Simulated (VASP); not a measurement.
Level of theory: PBE GGA, VASP's PBE PAW potentials (set 64) (plane waves; VASP).

A VASP calculation is set up with these files.

### POSCAR
```
HgTe
1.0
  4.5938120000   0.0000000000   0.0000000000
 -2.2969060000   3.9783580000   0.0000000000
  0.0000000000   0.0000000000  14.0000000000
Hg Te
1 1
Direct
  0.6666670000   0.3333330000   0.5000000000
  0.3333330000   0.6666670000   0.5000000000
```

**KPOINTS**
```
Automatic mesh
0
Gamma
6 6 1
0 0 0
```

INCAR:
```
! general
SYSTEM  = HgTe
PREC    = Accurate
ENCUT   = 300
LREAL   = F
LASPH   = T

! electronic loop
EDIFF   = 1E-6
NELM    = 100
ALGO    = Normal
LMAXMIX = 6

! smearing
ISMEAR  = 0
SIGMA   = 0.272

! functional
GGA     = PE

! ions
ISIF    = 2

! output
LWAVE   = F
LCHARG  = F
```

POTCAR, in this order: Hg Te (PBE.64 set). Program: vasp_std.

The run wrote:

File OUTCAR:
```
 ion  position               nearest neighbor table
   1  0.667  0.333  0.500-   2 2.65   2 2.65   2 2.65
   2  0.333  0.667  0.500-   1 2.65   1 2.65   1 2.65
  LATTYP: Found a hexagonal cell.
 ALAT       =     4.5938120000
 C/A-ratio  =     3.0475779157
 Subroutine PRICEL returns:
 Original cell was already a primitive cell.
 Subroutine GETGRP returns: Found 12 space group operations
The static configuration has the point symmetry D_3h.
The dynamic configuration has the point symmetry D_3h.
 Subroutine INISYM returns: Found 12 space group operations
 Subroutine IBZKPT returns following result:
 Found      7 irreducible k-points:

 Following reciprocal coordinates:
            Coordinates               Weight
  0.000000  0.000000  0.000000      1.000000
  0.166667  0.000000  0.000000      6.000000
  0.333333  0.000000  0.000000      6.000000
  0.500000  0.000000  0.000000      3.000000
  0.166667  0.166667  0.000000      6.000000
  0.333333  0.166667  0.000000     12.000000
  0.333333  0.333333  0.000000      2.000000
   k-points           NKPTS =      7   k-points in BZ     NKDIM =      7   number of bands    NBANDS=     13
...
```

File OSZICAR:
```
       N       E                     dE             d eps       ncg     rms          rms(c)
DAV:   1     0.120363520515E+03    0.12036E+03   -0.45720E+03   182   0.645E+02
DAV:   2     0.554361279267E+01   -0.11482E+03   -0.10884E+03   288   0.167E+02
DAV:   3    -0.336889524217E+01   -0.89125E+01   -0.88671E+01   202   0.635E+01
DAV:   4    -0.349253151916E+01   -0.12364E+00   -0.12356E+00   246   0.836E+00
DAV:   5    -0.349423419491E+01   -0.17027E-02   -0.17027E-02   225   0.904E-01    0.819E+00
DAV:   6    -0.316745764951E+01    0.32678E+00   -0.80821E-01   197   0.115E+01    0.645E+00
DAV:   7    -0.314131279001E+01    0.26145E-01   -0.26471E-01   227   0.362E+00    0.177E+00
DAV:   8    -0.313839325099E+01    0.29195E-02   -0.28108E-02   212   0.212E+00    0.869E-01
DAV:   9    -0.313840000330E+01   -0.67523E-05   -0.29632E-03   232   0.501E-01    0.240E-01
DAV:  10    -0.313852282445E+01   -0.12282E-03   -0.63898E-04   187   0.270E-01    0.594E-02
DAV:  11    -0.313867977197E+01   -0.15695E-03   -0.11880E-04   212   0.103E-01    0.224E-02
DAV:  12    -0.313879698470E+01   -0.11721E-03   -0.35563E-05   207   0.466E-02    0.211E-02
DAV:  13    -0.313889433284E+01   -0.97348E-04   -0.44625E-05   197   0.438E-02    0.692E-03
DAV:  14    -0.313895711552E+01   -0.62783E-04   -0.29508E-05   207   0.188E-02    0.544E-03
DAV:  15    -0.313896652985E+01   -0.94143E-05   -0.44730E-06   182   0.100E-02    0.282E-03
DAV:  16    -0.313897100764E+01   -0.44778E-05   -0.17665E-06   162   0.599E-03    0.140E-03
DAV:  17    -0.313897168902E+01   -0.68138E-06   -0.19439E-07   176   0.331E-03
   1 F= -.31389717E+01 E0= -.31330986E+01  d E =-.117461E-01
```

OUTCAR:
```
------------------------ aborting loop because EDIFF is reached ----------------------------------------
  FORCE on cell =-STRESS in cart. coord.  units (eV):
  Direction    XX          YY          ZZ          XY          YZ          ZX
  --------------------------------------------------------------------------------------
  Total        3.3749147      3.3749149     -0.1215417      0.0000000      0.0000000      0.0000000
  in kB       21.1333464     21.1333476     -0.7610808      0.0000000      0.0000000      0.0000000
  external PRESSURE =      13.8352044 kB  Pullay stress =       0.0000000 kB
  volume of cell :      255.86
      direct lattice vectors                 reciprocal lattice vectors
     4.593812000  0.000000000  0.000000000     0.217684137  0.125679992  0.000000000
    -2.296906000  3.978358000  0.000000000     0.000000000  0.251359983  0.000000000
     0.000000000  0.000000000 14.000000000     0.000000000  0.000000000  0.071428571
 POSITION                                       TOTAL-FORCE (eV/Angst)
 -----------------------------------------------------------------------------------
      2.29691      1.32612      7.00000        -0.000000      0.000000      0.000000
     -0.00000      2.65224      7.00000         0.000000      0.000000      0.000000
 -----------------------------------------------------------------------------------
    total drift:                               -0.000474      0.000271      0.000000
  FREE ENERGIE OF THE ION-ELECTRON SYSTEM (eV)
  ---------------------------------------------------
  free  energy   TOTEN  =        -3.1389716890 eV

  energy  without entropy=       -3.1272255923  energy(sigma->0) =       -3.13309864
```
(Selected blocks of OUTCAR.)

The cell holds a wide vacuum, so values per volume refer to the whole cell.

The cell is a sheet with vacuum, built from a generated structure.
